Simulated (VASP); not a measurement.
These are RPBE GGA, VASP's PBE PAW potentials (set 64) (plane waves; VASP 6.6.1) values and carry that method's errors.

VASP ran on this input.

**POSCAR**
```
Ge
1.0
  0.0000000000   2.8757504284   2.8757504284
  2.8757504284   0.0000000000   2.8757504284
  2.8757504284   2.8757504284   0.0000000000
Ge
2
direct
  0.0000000000   0.0000000000   0.0000000000
  0.2500000000   0.2500000000   0.2500000000
```

### KPOINTS
```
Automatic mesh
0
Gamma
11 11 11
0 0 0
```

**INCAR**
```
SYSTEM = Ge
PREC = Accurate
ENCUT = 520
EDIFF = 1E-7
NELM = 100
ALGO = Normal
LREAL = .FALSE.
LASPH = .TRUE.
ISMEAR = 1
SIGMA = 0.1
GGA = RP
LMAXMIX = 4
LWAVE = .FALSE.
LCHARG = .FALSE.
ISIF = 2
```

POTCAR, in this order: Ge_d (PBE.64 set). Program: vasp_std.

The resulting files:

File OSZICAR:
```
       N       E                     dE             d eps       ncg     rms          rms(c)
DAV:   1     0.163625101643E+03    0.16363E+03   -0.15635E+04  2064   0.415E+03
DAV:   2     0.126822586719E+02   -0.15094E+03   -0.14856E+03  2016   0.544E+02
DAV:   3    -0.774283010618E+01   -0.20425E+02   -0.20278E+02  2172   0.147E+02
DAV:   4    -0.838743103578E+01   -0.64460E+00   -0.64312E+00  2420   0.299E+01
DAV:   5    -0.839749451020E+01   -0.10063E-01   -0.10062E-01  2254   0.388E+00    0.319E+00
DAV:   6    -0.836866568670E+01    0.28829E-01   -0.18035E-02  2260   0.175E+00    0.192E+00
DAV:   7    -0.835374148836E+01    0.14924E-01   -0.46831E-02  2126   0.248E+00    0.187E-01
DAV:   8    -0.835677586761E+01   -0.30344E-02   -0.91445E-03  2304   0.145E+00    0.551E-02
DAV:   9    -0.835681305793E+01   -0.37190E-04   -0.46259E-04  2578   0.438E-01    0.250E-02
DAV:  10    -0.835695283173E+01   -0.13977E-03   -0.32964E-04  2090   0.184E-01    0.706E-03
DAV:  11    -0.835695840618E+01   -0.55744E-05   -0.30674E-05  2568   0.102E-01    0.364E-03
DAV:  12    -0.835695979461E+01   -0.13884E-05   -0.36549E-06  2088   0.158E-02    0.432E-04
DAV:  13    -0.835695975540E+01    0.39213E-07   -0.68426E-08  2032   0.274E-03
   1 F= -.83569598E+01 E0= -.83569878E+01  d E =0.839880E-04
```

File OUTCAR:
```
------------------------ aborting loop because EDIFF is reached ----------------------------------------
  FORCE on cell =-STRESS in cart. coord.  units (eV):
  Direction    XX          YY          ZZ          XY          YZ          ZX
  --------------------------------------------------------------------------------------
  Total        0.5567460      0.5567460      0.5567460      0.0000000      0.0000000      0.0000000
  in kB       18.7535779     18.7535779     18.7535779      0.0000000      0.0000000      0.0000000
  external PRESSURE =      18.7535779 kB  Pullay stress =       0.0000000 kB
  volume of cell :       47.56
      direct lattice vectors                 reciprocal lattice vectors
     0.000000000  2.875750428  2.875750428    -0.173867661  0.173867661  0.173867661
     2.875750428  0.000000000  2.875750428     0.173867661 -0.173867661  0.173867661
     2.875750428  2.875750428  0.000000000     0.173867661  0.173867661 -0.173867661
 POSITION                                       TOTAL-FORCE (eV/Angst)
 -----------------------------------------------------------------------------------
      0.00000      0.00000      0.00000        -0.000000     -0.000000      0.000000
      1.43788      1.43788      1.43788         0.000000      0.000000     -0.000000
 -----------------------------------------------------------------------------------
    total drift:                                0.000000      0.000000      0.000000
  FREE ENERGIE OF THE ION-ELECTRON SYSTEM (eV)
  ---------------------------------------------------
  free  energy   TOTEN  =        -8.3569597554 eV

  energy  without entropy=       -8.3570437434  energy(sigma->0) =       -8.35698775
```
(Selected blocks of OUTCAR.)

The compound is Ge in the diamond structure. This cell is one point of a volume scan, at 0.97 of the reference volume.
